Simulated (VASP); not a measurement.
Output of a VASP run:

File OUTCAR:
```
 ion  position               nearest neighbor table
   1  0.000  0.000  0.000-   3 2.30   3 2.30   4 2.30   4 2.30   3 2.30   4 2.30
   2  0.500  0.500  0.500-   3 1.14   4 1.14
   3  0.583  0.583  0.583-   2 1.14   1 2.30   1 2.30   1 2.30
   4  0.417  0.417  0.417-   2 1.14   1 2.30   1 2.30   1 2.30
  LATTYP: Found a trigonal (rhomboedric) cell.
 ALAT       =     5.0261033748
 COS(alpha) =     0.7657635547
 Subroutine PRICEL returns:
 Original cell was already a primitive cell.
 Subroutine GETGRP returns: Found 12 space group operations
The static configuration has the point symmetry D_3d.
The dynamic configuration has the point symmetry D_3d.
 Subroutine INISYM returns: Found 12 space group operations
 Subroutine IBZKPT returns following result:
 Found    116 irreducible k-points:

 Following reciprocal coordinates:
            Coordinates               Weight
  0.000000  0.000000  0.000000      1.000000
  0.100000  0.000000 -0.000000      6.000000
  0.200000  0.000000 -0.000000      6.000000
  0.300000  0.000000  0.000000      6.000000
  0.400000  0.000000  0.000000      6.000000
  0.500000  0.000000 -0.000000      3.000000
  0.100000  0.100000 -0.000000      6.000000
  0.200000  0.100000  0.000000     12.000000
  0.300000  0.100000 -0.000000     12.000000
  0.400000  0.100000 -0.000000     12.000000
  0.500000  0.100000 -0.000000     12.000000
 -0.400000  0.100000  0.000000     12.000000
 -0.300000  0.100000  0.000000     12.000000
 -0.200000  0.100000  0.000000     12.000000
 -0.100000  0.100000  0.000000      6.000000
  0.200000  0.200000 -0.000000      6.000000
  0.300000  0.200000 -0.000000     12.000000
  0.400000  0.200000 -0.000000     12.000000
  0.500000  0.200000 -0.000000     12.000000
 -0.400000  0.200000 -0.000000     12.000000
 -0.300000  0.200000  0.000000     12.000000
 -0.200000  0.200000  0.000000      6.000000
  0.300000  0.300000  0.000000      6.000000
  0.400000  0.300000  0.000000     12.000000
  0.500000  0.300000 -0.000000     12.000000
 -0.400000  0.300000  0.000000     12.000000
 -0.300000  0.300000  0.000000      6.000000
  0.400000  0.400000  0.000000      6.000000
  0.500000  0.400000  0.000000     12.000000
 -0.400000  0.400000  0.000000      6.000000
  0.500000  0.500000 -0.000000      3.000000
  0.100000  0.100000  0.100000      2.000000
  0.200000  0.100000  0.100000      6.000000
  0.300000  0.100000  0.100000      6.000000
  0.400000  0.100000  0.100000      6.000000
  0.500000  0.100000  0.100000      6.000000
 -0.400000  0.100000  0.100000      6.000000
 -0.300000  0.100000  0.100000      6.000000
 -0.200000  0.100000  0.100000      6.000000
 -0.100000  0.100000  0.100000      6.000000
   k-points           NKPTS =    116   k-points in BZ     NKDIM =    116   number of bands    NBANDS=     45
   number of dos      NEDOS =   1001   number of ions     NIONS =      4
   total plane-waves  NPLWV =  64000
   dimension x,y,z NGX =    40 NGY =   40 NGZ =   40
   dimension x,y,z NGXF=    80 NGYF=   80 NGZF=   80
   ions per type =               1   1   2
   PREC   = accura    normal or accurate (medium, high low for compatibility)
   ISTART =      0    job   : 0-new  1-cont  2-samecut
   ICHARG =      2    charge: 1-file 2-atom 10-const
   ISPIN  =      1    spin polarized calculation?
   LNONCOLLINEAR =      F non collinear calculations
   LSORBIT =      F    spin-orbit coupling
   INIWAV =      1    electr: 0-lowe 1-rand  2-diag
   ENCUT  =  520.0 eV  38.22 Ry    6.18 a.u.   9.35  9.35  9.35*2*pi/ulx,y,z
   NELM   =    100;   NELMIN=  2; NELMDL= -5     # of ELM steps
   EDIFF  = 0.1E-06   stopping-criterion for ELM
   LREAL  =      F    real-space projection
   NLSPLINE    = F    spline interpolate recip. space projectors
   LMAXMIX     =    2 max onsite mixed and CHGCAR
   VOSKOWN=      0    Vosko Wilk Nusair interpolation
   EDIFFG = 0.1E-05   stopping-criterion for IOM
...
```

File OSZICAR:
```
       N       E                     dE             d eps       ncg     rms          rms(c)
DAV:   1     0.200102945605E+03    0.20010E+03   -0.90412E+03 10766   0.532E+02
DAV:   2    -0.241729653293E+01   -0.20252E+03   -0.18602E+03 11018   0.210E+02
DAV:   3    -0.186260695938E+02   -0.16209E+02   -0.16016E+02 12367   0.504E+01
DAV:   4    -0.188203050641E+02   -0.19424E+00   -0.19414E+00 12228   0.552E+00
DAV:   5    -0.188210142203E+02   -0.70916E-03   -0.70914E-03 12171   0.344E-01    0.636E+00
DAV:   6    -0.177020532697E+02    0.11190E+01   -0.14782E+00 12120   0.610E+00    0.219E+00
DAV:   7    -0.176901008948E+02    0.11952E-01   -0.56783E-02 12003   0.963E-01    0.137E+00
DAV:   8    -0.176990367661E+02   -0.89359E-02   -0.29473E-02 11756   0.919E-01    0.202E-01
DAV:   9    -0.177002467353E+02   -0.12100E-02   -0.26365E-03 12630   0.223E-01    0.879E-02
DAV:  10    -0.177011457255E+02   -0.89899E-03   -0.47735E-04 11384   0.118E-01    0.161E-02
DAV:  11    -0.177011565816E+02   -0.10856E-04   -0.37596E-05 12555   0.281E-02    0.125E-02
DAV:  12    -0.177011694413E+02   -0.12860E-04   -0.83834E-06 11410   0.143E-02    0.569E-03
DAV:  13    -0.177011693553E+02    0.86044E-07   -0.73969E-07 12755   0.424E-03
   1 F= -.17701169E+02 E0= -.17701169E+02  d E =-.482706E-17
 imaginary and real dielectric function
```

**OUTCAR**
```
------------------------ aborting loop because EDIFF is reached ----------------------------------------
  FORCE on cell =-STRESS in cart. coord.  units (eV):
  Direction    XX          YY          ZZ          XY          YZ          ZX
  --------------------------------------------------------------------------------------
  Total        0.0734006      0.0734006     -0.0345424      0.0000000     -0.0000000      0.0000000
  in kB        2.4852503      2.4852511     -1.1695602      0.0000000     -0.0000000      0.0000000
  external PRESSURE =       1.2669804 kB  Pullay stress =       0.0000000 kB
  volume of cell :       47.32
      direct lattice vectors                 reciprocal lattice vectors
     1.720060024  0.993077286  4.617023517     0.290687530  0.167828495  0.072196586
    -1.720060024  0.993077286  4.617023517    -0.290687530  0.167828495  0.072196586
     0.000000000 -1.986154572  4.617023517     0.000000000 -0.335656991  0.072196586
 POSITION                                       TOTAL-FORCE (eV/Angst)
 -----------------------------------------------------------------------------------
      0.00000      0.00000      0.00000        -0.000000      0.000000      0.000000
      0.00000      0.00000      6.92554         0.000000      0.000000     -0.000000
      0.00000      0.00000      8.06934        -0.000000      0.000000      0.018923
      0.00000      0.00000      5.78174        -0.000000     -0.000000     -0.018923
 -----------------------------------------------------------------------------------
    total drift:                               -0.000000     -0.000000      0.000000
  FREE ENERGIE OF THE ION-ELECTRON SYSTEM (eV)
  ---------------------------------------------------
  free  energy   TOTEN  =       -17.7011693553 eV

  energy  without entropy=      -17.7011693553  energy(sigma->0) =      -17.70116936

 plasma frequency squared (from intraband transitions) (eV^2)
  --------------------------------------------------------------------------------------
       0.000       0.000       0.000
      -0.000       0.000       0.000
       0.000       0.000       0.000

 plasma frequency squared (from interband transitions, int dw w eps(2)(w)) (eV^2)
  --------------------------------------------------------------------------------------
     342.793       0.000      -0.000       0.000       0.000      -0.000
      -0.000       0.000     342.793       0.000       0.000       0.000
       0.000       0.000       0.000      -0.000     359.785       0.000
```
(Selected blocks of OUTCAR.)

**POSCAR**
```
NaHF2
1
    1.7200600237     0.9930772859     4.6170235166
   -1.7200600237     0.9930772859     4.6170235166
    0.0000000000    -1.9861545717     4.6170235166
Na H F
1 1 2
Direct
  0.0000000000   0.0000000000   0.0000000000
  0.5000000000   0.5000000000   0.5000000000
  0.5825784733   0.5825784733   0.5825784733
  0.4174215267   0.4174215267   0.4174215267
```

### Question
Reconstruct the remaining input files.

### Answer
This is not unique; one that fits is the input of the run itself, PBEsol GGA, plane waves, VASP's PBE PAW potentials (set 64).

INCAR:
```
! general
SYSTEM  = NaHF2
PREC    = Accurate
ENCUT   = 520
LREAL   = .FALSE.   ! projection in real space or not
LASPH   = .TRUE.   ! aspherical one-centre terms
NBANDS  = 45

! electronic loop
EDIFF   = 1E-7
NELM    = 100
ALGO    = Normal   ! blocked Davidson

! smearing
ISMEAR  = 0   ! Gaussian
SIGMA   = 0.01   ! width (eV)

! functional
GGA     = PS

! output
LWAVE   = .FALSE.
LCHARG  = .FALSE.
NEDOS   = 1001   ! DOS grid

! other
LOPTICS = .TRUE.
CSHIFT  = 0.1
```

### KPOINTS
```
Automatic
0
G
10 10 10
```

POTCAR, in this order: Na_pv H F (PBE.64 set). Program: vasp_std.

The structure comes from a computed database's NaHF2 entry (R-3m); how it stands against other phases isn't given here. It was relaxed first.
